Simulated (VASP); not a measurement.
All values below come from PBE GGA, VASP's PBE PAW potentials (set 64) (plane waves; VASP). For the first row: Run with 400 eV cut-off, 8×8×8 Γ-centred mesh, tetrahedra with Blöchl corrections, potentials Cd Se.

```json
[
 {"system": "CdSe (zinc blende)", "energy (eV/atom)": "-2.7482"},
 {"system": "Cd (hcp)", "energy (eV/atom)": "-0.7427"},
 {"system": "Se (trig)", "energy (eV/atom)": "-3.5035"}
]
```

The references are the elements' solids at the same level; no temperature or zero-point terms are added.    Without a dispersion term in the relaxation, distances and binding between the weakly bound layers, chains or molecules are unreliable, and so is what depends on them.

### Question
What is the formation energy per atom of CdSe?

### Answer
The references average (1×(-0.7427) + 1×(-3.5035))/2 = -2.1231 eV, so the formation energy is -2.7482 − (-2.1231) = -0.625 eV/atom.
